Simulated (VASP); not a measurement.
# CaCu2S2: optical spectrum, part 2 of 3

Aim: the dielectric function of CaCu2S2 for independent particles, and its static limit with local fields. The cell has space group P-3m1. The start is a cell from a database of measured crystal structures.

VASP 6.6.1, plane waves and PAW; the level of theory is named at each step.

Still holding for the runs below: This run has no spin polarisation, although Cu can carry a moment.

So far. Step 2 (Ground state): The cell has a gap of 1.10 eV on this mesh. Forces of up to 0.26 eV/Å remain in these settings.

### 4. Static response with local fields

Level of this step: PBE, no spin polarisation; plane waves and PAW (Cu, Ca_sv, S) (VASP).

Perturbation theory (LEPSILON) gives the dielectric tensor with local fields, and the Born charges.

File INCAR:

```
SYSTEM = CaCu2S2
PREC = Accurate
ENCUT = 400
EDIFF = 1E-08
NELM = 100
ISMEAR = 0
SIGMA = 0.01
LREAL = .FALSE.
ALGO = Normal
GGA = PE
NBANDS = 28
LASPH = .TRUE.
LWAVE = .FALSE.
LCHARG = .FALSE.
KPAR = 4
LEPSILON = .TRUE.
```

File POSCAR:

```
CaCu2S2
1.0
    3.9399999606      0.0000000000      0.0000000000
   -1.9699999803      3.4121400568      0.0000000000
    0.0000000000      0.0000000000      6.5230000000
Cu Ca S
2 1 2
Direct
    0.6666666667      0.3333333333      0.6235100000
    0.3333333333      0.6666666667      0.3764900000
    0.0000000000      0.0000000000      0.0000000000
    0.6666666667      0.3333333333      0.2537000000
    0.3333333333      0.6666666667      0.7463000000
```

File KPOINTS:

```
Automatic mesh
0
Gamma
9 9 5
0 0 0
```

Potentials, in the order of the species: Cu, Ca_sv and S (PBE family, release 64).

Command:

```
$ mpirun -np 4 vasp_std
```

The program printed:

```text
[... set-up lines as in an earlier step ...]
 entering main loop
       N       E                     dE             d eps       ncg     rms          rms(c)
DAV:   1     0.360551621503E+03    0.36055E+03   -0.17142E+04  2800   0.159E+03
DAV:   2     0.952307401231E+01   -0.35103E+03   -0.34175E+03  2816   0.382E+02
DAV:   3    -0.229044338375E+02   -0.32428E+02   -0.31562E+02  4004   0.130E+02
DAV:   4    -0.248328679205E+02   -0.19284E+01   -0.19120E+01  5048   0.298E+01
DAV:   5    -0.248847053699E+02   -0.51837E-01   -0.51678E-01  4224   0.416E+00    0.146E+01
DAV:   6    -0.256521048276E+02   -0.76740E+00   -0.65809E+01  4268   0.136E+02    0.132E+01
DAV:   7    -0.222531308971E+02    0.33990E+01   -0.15418E+01  3616   0.943E+01    0.611E+00
DAV:   8    -0.223427718163E+02   -0.89641E-01   -0.44855E+00  4448   0.292E+01    0.266E+00
DAV:   9    -0.223220317598E+02    0.20740E-01   -0.38263E-01  5016   0.883E+00    0.791E-01
DAV:  10    -0.223246724999E+02   -0.26407E-02   -0.25142E-02  4380   0.111E+00    0.587E-01
DAV:  11    -0.223221822414E+02    0.24903E-02   -0.73062E-03  4632   0.166E+00    0.318E-01
DAV:  12    -0.223220682757E+02    0.11397E-03   -0.58148E-03  4524   0.123E+00    0.490E-02
DAV:  13    -0.223220957440E+02   -0.27468E-04   -0.58505E-04  3276   0.143E-01    0.591E-02
DAV:  14    -0.223220798801E+02    0.15864E-04   -0.69015E-05  4888   0.641E-02    0.300E-02
DAV:  15    -0.223220711452E+02    0.87349E-05   -0.61634E-05  4496   0.156E-01    0.134E-02
DAV:  16    -0.223220723094E+02   -0.11642E-05   -0.12102E-05  3200   0.191E-02    0.407E-03
DAV:  17    -0.223220726120E+02   -0.30256E-06   -0.29375E-06  4580   0.140E-02    0.411E-03
DAV:  18    -0.223220726292E+02   -0.17240E-07   -0.40873E-07  4168   0.620E-03    0.272E-03
DAV:  19    -0.223220727022E+02   -0.73032E-07   -0.10868E-07  3712   0.187E-03    0.945E-04
DAV:  20    -0.223220727029E+02   -0.64665E-09   -0.10159E-07  4656   0.331E-03    0.710E-04
DAV:  21    -0.223220726907E+02    0.12209E-07   -0.10857E-08  2044   0.153E-03    0.428E-04
DAV:  22    -0.223220726877E+02    0.29440E-08   -0.44314E-09  1900   0.866E-04
   1 F= -.22322073E+02 E0= -.22322073E+02  d E =-.836469E-87
 Linear response reoptimize wavefunctions to high precision
DAV:   1    -0.223220726905E+02   -0.28294E-08   -0.11948E-08  3272   0.177E-03
DAV:   2    -0.223220726906E+02   -0.31832E-10   -0.12032E-09  1876   0.238E-04
DAV:   3    -0.223220726906E+02   -0.65484E-10   -0.28487E-10  1868   0.165E-04
 Linear response G [H, r] |phi>, progress :
  Direction:   1
       N       E                     dE             d eps       ncg     rms
RMM:   1    -0.145491954470E+03   -0.14549E+03    0.53959E+02  4677   0.281E+02
RMM:   2    -0.130138815218E+03    0.15353E+02   -0.87789E+01  4683   0.803E+01
RMM:   3    -0.136326621167E+03   -0.61878E+01   -0.43158E+01  6300   0.277E+01
RMM:   4    -0.137021680729E+03   -0.69506E+00   -0.47703E+00  6910   0.865E+00
RMM:   5    -0.137163027267E+03   -0.14135E+00   -0.11070E+00  7370   0.336E+00
RMM:   6    -0.137201106433E+03   -0.38079E-01   -0.31216E-01  7603   0.163E+00
RMM:   7    -0.137211559857E+03   -0.10453E-01   -0.92118E-02  7646   0.852E-01
RMM:   8    -0.137214753749E+03   -0.31939E-02   -0.30823E-02  7713   0.461E-01
RMM:   9    -0.137215769520E+03   -0.10158E-02   -0.11343E-02  7693   0.261E-01
RMM:  10    -0.137216061087E+03   -0.29157E-03   -0.40008E-03  7704   0.151E-01
RMM:  11    -0.137216166705E+03   -0.10562E-03   -0.15551E-03  7655   0.914E-02
RMM:  12    -0.137216199459E+03   -0.32753E-04   -0.53584E-04  7628   0.574E-02
RMM:  13    -0.137216213663E+03   -0.14204E-04   -0.17314E-04  7565   0.388E-02
RMM:  14    -0.137216223622E+03   -0.99590E-05   -0.64249E-05  7515   0.277E-02
RMM:  15    -0.137216229628E+03   -0.60065E-05   -0.40891E-05  7462   0.215E-02
RMM:  16    -0.137216230647E+03   -0.10188E-05   -0.16100E-05  7422   0.178E-02
RMM:  17    -0.137216237753E+03   -0.71059E-05   -0.71750E-05  7395   0.156E-02
RMM:  18    -0.137216239226E+03   -0.14726E-05   -0.80298E-05  7350   0.143E-02
RMM:  19    -0.137216238356E+03    0.86973E-06   -0.69976E-05  7327   0.135E-02
RMM:  20    -0.137216238303E+03    0.52507E-07   -0.69984E-05  7264   0.130E-02
RMM:  21    -0.137216243381E+03   -0.50776E-05   -0.13033E-04  7171   0.127E-02
RMM:  22    -0.137216236550E+03    0.68314E-05   -0.56198E-05  7122   0.125E-02
 Linear response G [H, r] |phi>, progress :
  Direction:   2
       N       E                     dE             d eps       ncg     rms
RMM:   1    -0.144396144325E+03   -0.14440E+03    0.55408E+02  4689   0.283E+02
RMM:   2    -0.125312403482E+03    0.19084E+02   -0.78169E+01  4690   0.820E+01
RMM:   3    -0.131997700727E+03   -0.66853E+01   -0.43454E+01  6360   0.283E+01
RMM:   4    -0.132791160181E+03   -0.79346E+00   -0.49842E+00  7035   0.885E+00
RMM:   5    -0.132946621160E+03   -0.15546E+00   -0.11547E+00  7466   0.341E+00
RMM:   6    -0.132983997632E+03   -0.37376E-01   -0.29472E-01  7696   0.166E+00
RMM:   7    -0.132995355938E+03   -0.11358E-01   -0.89039E-02  7734   0.847E-01
RMM:   8    -0.132998325829E+03   -0.29699E-02   -0.28159E-02  7789   0.452E-01
RMM:   9    -0.132999245970E+03   -0.92014E-03   -0.10752E-02  7770   0.253E-01
RMM:  10    -0.132999518360E+03   -0.27239E-03   -0.40117E-03  7795   0.143E-01
RMM:  11    -0.132999616349E+03   -0.97989E-04   -0.19170E-03  7718   0.852E-02
RMM:  12    -0.132999652447E+03   -0.36098E-04   -0.10992E-03  7667   0.524E-02
RMM:  13    -0.132999668931E+03   -0.16484E-04   -0.85107E-04  7584   0.346E-02
RMM:  14    -0.132999672343E+03   -0.34116E-05   -0.72059E-04  7568   0.244E-02
RMM:  15    -0.132999685365E+03   -0.13022E-04   -0.78865E-04  7491   0.186E-02
RMM:  16    -0.132999687592E+03   -0.22265E-05   -0.78439E-04  7442   0.152E-02
RMM:  17    -0.132999684450E+03    0.31418E-05   -0.74327E-04  7422   0.133E-02
RMM:  18    -0.132999683403E+03    0.10465E-05   -0.72857E-04  7385   0.121E-02
RMM:  19    -0.132999683177E+03    0.22612E-06   -0.72442E-04  7369   0.114E-02
RMM:  20    -0.132999683335E+03   -0.15772E-06   -0.72499E-04  7315   0.110E-02
RMM:  21    -0.132999682879E+03    0.45561E-06   -0.71974E-04  7269   0.107E-02
RMM:  22    -0.132999682670E+03    0.20900E-06   -0.71754E-04  7157   0.105E-02
 Linear response G [H, r] |phi>, progress :
  Direction:   3
       N       E                     dE             d eps       ncg     rms
RMM:   1    -0.145721422219E+03   -0.14572E+03    0.53835E+02  4573   0.279E+02
RMM:   2    -0.128005077815E+03    0.17716E+02   -0.79889E+01  4631   0.791E+01
RMM:   3    -0.134077944769E+03   -0.60729E+01   -0.37186E+01  6202   0.263E+01
RMM:   4    -0.134879220077E+03   -0.80128E+00   -0.51534E+00  6830   0.850E+00
[...]
RMM:  12    -0.193642128565E+01   -0.38915E-06   -0.19470E-05  6967   0.440E-03
RMM:  13    -0.193642150667E+01   -0.22102E-06   -0.47382E-06  6781   0.306E-03
RMM:  14    -0.193642155117E+01   -0.44495E-07   -0.59943E-06  6588   0.228E-03
RMM:  15    -0.193642160057E+01   -0.49399E-07   -0.51116E-06  6438   0.184E-03
RMM:  16    -0.193642160129E+01   -0.71915E-09   -0.20021E-06  6255   0.158E-03
RMM:  17    -0.193642161348E+01   -0.12192E-07   -0.10150E-05  6077   0.143E-03
RMM:  18    -0.193642161176E+01    0.17207E-08   -0.37843E-06  5966   0.135E-03
RMM:  19    -0.193642161515E+01   -0.33852E-08   -0.42962E-06  5814   0.130E-03
RMM:  20    -0.193642161107E+01    0.40743E-08   -0.31022E-06  5681   0.127E-03
RMM:  21    -0.193642161543E+01   -0.43591E-08   -0.25603E-06  5562   0.125E-03
 change of polarisation eV/A/(eV/A) component  3 :    -0.601    -0.213     3.873
 dielectric tensor                  component  3 :    -1.240    -0.440     8.991
 Linear response to external field, progress :
  Direction:   1
       N       E                     dE             d eps       ncg     rms          rms(c)
RMM:   1    -0.797458859767E+00   -0.79746E+00   -0.33736E-03  9047   0.257E+01
RMM:   2    -0.169240236756E+01   -0.89494E+00    0.60916E-01 11626   0.558E+00    0.194E+00
RMM:   3    -0.177763664994E+01   -0.85234E-01   -0.19793E-01 12885   0.274E+00    0.118E+00
RMM:   4    -0.184329550187E+01   -0.65659E-01   -0.19177E-01 13843   0.225E+00    0.284E-01
RMM:   5    -0.184056837319E+01    0.27271E-02   -0.32595E-02 15230   0.784E-01    0.197E-01
RMM:   6    -0.186062022681E+01   -0.20052E-01   -0.11261E-02 15917   0.406E-01    0.917E-02
RMM:   7    -0.186025735079E+01    0.36288E-03   -0.44391E-03 15992   0.241E-01    0.327E-02
RMM:   8    -0.186127284601E+01   -0.10155E-02   -0.13618E-03 16791   0.117E-01    0.197E-02
RMM:   9    -0.186243655721E+01   -0.11637E-02   -0.29306E-04 14852   0.784E-02    0.922E-03
RMM:  10    -0.186250561766E+01   -0.69060E-04   -0.19535E-04 16005   0.462E-02    0.845E-03
RMM:  11    -0.186256928291E+01   -0.63665E-04   -0.73084E-05 17238   0.240E-02    0.476E-03
RMM:  12    -0.186261805851E+01   -0.48776E-04   -0.25346E-05 17348   0.142E-02    0.200E-03
RMM:  13    -0.186263723027E+01   -0.19172E-04   -0.11489E-05 17676   0.809E-03    0.676E-04
RMM:  14    -0.186263898406E+01   -0.17538E-05   -0.57600E-06 17925   0.491E-03    0.533E-04
RMM:  15    -0.186264212349E+01   -0.31394E-05   -0.29486E-06 17402   0.329E-03    0.147E-04
RMM:  16    -0.186264133051E+01    0.79297E-06   -0.31885E-06 17556   0.240E-03    0.122E-04
RMM:  17    -0.186264069388E+01    0.63663E-06   -0.21157E-06 17521   0.185E-03    0.126E-04
RMM:  18    -0.186264171383E+01   -0.10199E-05   -0.43222E-06 17292   0.158E-03    0.570E-05
RMM:  19    -0.186264213148E+01   -0.41766E-06   -0.17486E-06 16873   0.140E-03    0.379E-05
RMM:  20    -0.186264213876E+01   -0.72812E-08   -0.19017E-06 16086   0.130E-03    0.315E-05
RMM:  21    -0.186264249883E+01   -0.36007E-06   -0.23144E-06 15878   0.125E-03    0.409E-06
 change of polarisation eV/A/(eV/A) component  1 :     3.525    -0.479    -0.127
 dielectric tensor                  component  1 :     8.274    -0.988    -0.263
 Linear response to external field, progress :
  Direction:   2
       N       E                     dE             d eps       ncg     rms          rms(c)
RMM:   1    -0.813160572001E+00   -0.81316E+00   -0.16038E-01  9043   0.256E+01
RMM:   2    -0.169456017429E+01   -0.88140E+00    0.60702E-01 11828   0.553E+00    0.195E+00
RMM:   3    -0.177700272649E+01   -0.82443E-01   -0.18501E-01 13031   0.271E+00    0.118E+00
RMM:   4    -0.184165474065E+01   -0.64652E-01   -0.19110E-01 13904   0.225E+00    0.279E-01
RMM:   5    -0.184075742632E+01    0.89731E-03   -0.31974E-02 14125   0.868E-01    0.195E-01
RMM:   6    -0.185560418389E+01   -0.14847E-01   -0.92952E-03 13384   0.586E-01    0.103E-01
RMM:   7    -0.186051477365E+01   -0.49106E-02   -0.38684E-03 13992   0.357E-01    0.352E-02
RMM:   8    -0.186085335331E+01   -0.33858E-03   -0.27067E-03 17477   0.166E-01    0.276E-02
RMM:   9    -0.186272811335E+01   -0.18748E-02   -0.67252E-04 17255   0.865E-02    0.647E-03
RMM:  10    -0.186243002128E+01    0.29809E-03   -0.26679E-04 16782   0.498E-02    0.725E-03
RMM:  11    -0.186248989093E+01   -0.59870E-04   -0.10181E-04 17819   0.273E-02    0.492E-03
RMM:  12    -0.186254854927E+01   -0.58658E-04   -0.40830E-05 18154   0.153E-02    0.367E-03
RMM:  13    -0.186261568402E+01   -0.67135E-04   -0.20526E-05 17446   0.934E-03    0.128E-03
RMM:  14    -0.186263315889E+01   -0.17475E-04   -0.12120E-05 18141   0.564E-03    0.746E-04
RMM:  15    -0.186264169919E+01   -0.85403E-05   -0.94090E-06 17946   0.372E-03    0.128E-04
RMM:  16    -0.186264427537E+01   -0.25762E-05   -0.85456E-06 18135   0.255E-03    0.476E-05
RMM:  17    -0.186264417012E+01    0.10525E-06   -0.89368E-06 17454   0.195E-03    0.656E-05
RMM:  18    -0.186264493665E+01   -0.76653E-06   -0.77612E-06 17726   0.160E-03    0.392E-05
RMM:  19    -0.186264527278E+01   -0.33612E-06   -0.86914E-06 16996   0.140E-03    0.260E-05
RMM:  20    -0.186264509500E+01    0.17777E-06   -0.71443E-06 16251   0.128E-03    0.119E-05
RMM:  21    -0.186264533179E+01   -0.23679E-06   -0.74235E-06 15494   0.122E-03    0.100E-05
RMM:  22    -0.186264548656E+01   -0.15477E-06   -0.69724E-06 15013   0.118E-03    0.613E-06
 change of polarisation eV/A/(eV/A) component  2 :    -0.479     3.525    -0.000
 dielectric tensor                  component  2 :    -0.988     8.274    -0.000
 Linear response to external field, progress :
  Direction:   3
       N       E                     dE             d eps       ncg     rms          rms(c)
RMM:   1    -0.804464228365E+00   -0.80446E+00    0.16219E-01  3848   0.262E+01
RMM:   2    -0.172660739195E+01   -0.92214E+00    0.87051E-01  5098   0.577E+00    0.204E+00
RMM:   3    -0.179018541966E+01   -0.63578E-01   -0.39365E-02  4564   0.488E+00    0.124E+00
RMM:   4    -0.183127575852E+01   -0.41090E-01   -0.21988E-01  4982   0.355E+00    0.691E-01
RMM:   5    -0.187509435674E+01   -0.43819E-01   -0.13798E-01  5454   0.273E+00    0.308E-01
RMM:   6    -0.188553127525E+01   -0.10437E-01   -0.67906E-02  6324   0.103E+00    0.246E-01
RMM:   7    -0.190285042641E+01   -0.17319E-01   -0.95493E-03  5832   0.618E-01    0.177E-01
RMM:   8    -0.190739933399E+01   -0.45489E-02   -0.10103E-02  6289   0.440E-01    0.662E-02
RMM:   9    -0.190852257541E+01   -0.11232E-02   -0.25358E-03  6709   0.187E-01    0.477E-02
RMM:  10    -0.190949957782E+01   -0.97700E-03   -0.78082E-04  5740   0.190E-01    0.462E-02
RMM:  11    -0.191024452815E+01   -0.74495E-03   -0.33620E-04  5847   0.125E-01    0.134E-02
RMM:  12    -0.191046256062E+01   -0.21803E-03   -0.27294E-04  6760   0.656E-02    0.147E-02
RMM:  13    -0.191067571688E+01   -0.21316E-03   -0.70726E-05  6380   0.457E-02    0.253E-03
RMM:  14    -0.191066771597E+01    0.80009E-05   -0.43199E-05  7226   0.238E-02    0.337E-03
RMM:  15    -0.191069466716E+01   -0.26951E-04   -0.61675E-06  7268   0.130E-02    0.136E-03
RMM:  16    -0.191070582873E+01   -0.11162E-04   -0.59116E-06  7221   0.784E-03    0.542E-04
RMM:  17    -0.191069692609E+01    0.89026E-05    0.10134E-05  7422   0.440E-03    0.342E-04
RMM:  18    -0.191069927751E+01   -0.23514E-05   -0.95198E-06  7472   0.278E-03    0.205E-04
RMM:  19    -0.191069997185E+01   -0.69434E-06   -0.12123E-06  7410   0.201E-03    0.864E-05
RMM:  20    -0.191069994673E+01    0.25118E-07    0.23267E-07  7130   0.162E-03    0.100E-04
RMM:  21    -0.191070071095E+01   -0.76422E-06    0.72227E-08  7125   0.143E-03    0.304E-05
RMM:  22    -0.191070044337E+01    0.26758E-06    0.13314E-06  7007   0.127E-03    0.227E-05
RMM:  23    -0.191070045606E+01   -0.12693E-07    0.11646E-06  6483   0.120E-03    0.115E-05
RMM:  24    -0.191070056707E+01   -0.11101E-06    0.96894E-07  6205   0.117E-03    0.113E-05
RMM:  25    -0.191070052170E+01    0.45365E-07    0.14491E-06  5842   0.115E-03    0.924E-06
 change of polarisation eV/A/(eV/A) component  3 :    -0.586    -0.213     3.585
 dielectric tensor                  component  3 :    -1.210    -0.440     8.397
 Born effective charges drift removed
```

It took 5.6 min on 4 MPI ranks of Intel Xeon 6975P-C (Granite Rapids), shared host; peak memory 2.3 GiB.

OUTCAR, selected parts (step 4):

```text
The static configuration has the point symmetry D_3d.

 Found     50 irreducible k-points:

   k-points           NKPTS =     50   k-points in BZ     NKDIM =     50   number of bands    NBANDS=     28

   NELECT =      44.0000    total number of electrons

  Total       -0.4446560     -0.4446560     -0.3238983      0.0000000      0.0000000      0.0000000
  in kB       -8.1238941     -8.1238941     -5.9176431      0.0000000      0.0000000      0.0000000
  external PRESSURE =      -7.3884771 kB  Pullay stress =       0.0000000 kB

 POSITION                                       TOTAL-FORCE (eV/Angst)
 -----------------------------------------------------------------------------------
      1.97000      1.13738      4.06716         0.000000     -0.000000      0.003928
     -0.00000      2.27476      2.45584         0.000000      0.000000     -0.003928
      0.00000      0.00000      0.00000        -0.000000      0.000000      0.000000
      1.97000      1.13738      1.65489         0.000000      0.000000      0.259259
     -0.00000      2.27476      4.86811        -0.000000     -0.000000     -0.259259
 -----------------------------------------------------------------------------------
    total drift:                               -0.000000      0.000000      0.000000

 MACROSCOPIC STATIC DIELECTRIC TENSOR (including local field effects in DFT)
 ------------------------------------------------------
           8.273823     0.000000     0.000000
           0.000000     8.273823    -0.000000
          -0.000000     0.000000     8.397396
 ------------------------------------------------------

 PIEZOELECTRIC TENSOR (including local field effects)  for field in x, y, z        (C/m^2)
          XX          YY          ZZ          XY          YZ          ZX
  --------------------------------------------------------------------------------
  x     0.00000     0.00000     0.00000     0.00000     0.00000     0.00000
  y     0.00000     0.00000     0.00000     0.00000     0.00000     0.00000
  z     0.00000     0.00000     0.00000     0.00000     0.00000     0.00000

 BORN EFFECTIVE CHARGES (including local field effects) (in |e|, cummulative output)
 ---------------------------------------------------------------------------------
 ion    1
    1     0.99122     0.00000     0.00000
    2     0.00000     0.99122     0.00000
    3     0.00000    -0.00000     0.69299
 ion    2
    1     0.99122     0.00000     0.00000
    2     0.00000     0.99122     0.00000
    3    -0.00000     0.00000     0.69299
 ion    3
    1     2.45653     0.00000     0.00000
    2     0.00000     2.45653     0.00000
    3     0.00000     0.00000     3.17975
 ion    4
    1    -2.21949     0.00000     0.00000
    2     0.00000    -2.21949     0.00000
    3    -0.00000    -0.00000    -2.28286
 ion    5
    1    -2.21949     0.00000     0.00000
    2     0.00000    -2.21949     0.00000
    3     0.00000    -0.00000    -2.28286

[... 7 parts as in an earlier step ...]

[... 1 further part left out ...]
```

Energies printed during the response cycles are not total energies of the cell. The dielectric response converges more slowly with the mesh than energies do, so tensor and charges may still move on a finer one.

This step gave:

```yaml
fermi_energy: 5.660 eV
pressure: -0.7388 GPa
```

Electronic dielectric tensor with local fields:

```
8.27 0.00 0.00
0.00 8.27 0.00
0.00 0.00 8.40
```

Born effective charge (e), principal values of the symmetric part by kind of site:

| atom | atoms with these values | low | middle | high | mean |
| --- | --- | --- | --- | --- | --- |
| Cu1 | 2 | 0.69 | 0.99 | 0.99 | 0.89 |
| Ca3 | 1 | 2.46 | 2.46 | 3.18 | 2.70 |
| S4 | 2 | -2.28 | -2.22 | -2.22 | -2.24 |

In full for Cu1:

```
0.99 0.00 0.00
0.00 0.99 0.00
0.00 0.00 0.69
```

The mean electronic (clamped-ion) dielectric constant is 8.32. No finer mesh was run, so at a direct gap of this size the value isn't shown to be converged.

[end of part 2 of 3]

[Lines on the potential files, build, host, timing and source positions are cut from VASP's logs without a mark.]

[Logs are printed without paths, hosts, clocks, repeated set-up lines and the standing remarks that a program may print on its own settings, such as how far it seeks lower states.]

[Hosts, paths, dates, database ids (printed as entryN), source tags and the programs' standing remarks are cut or masked in the printed files.]
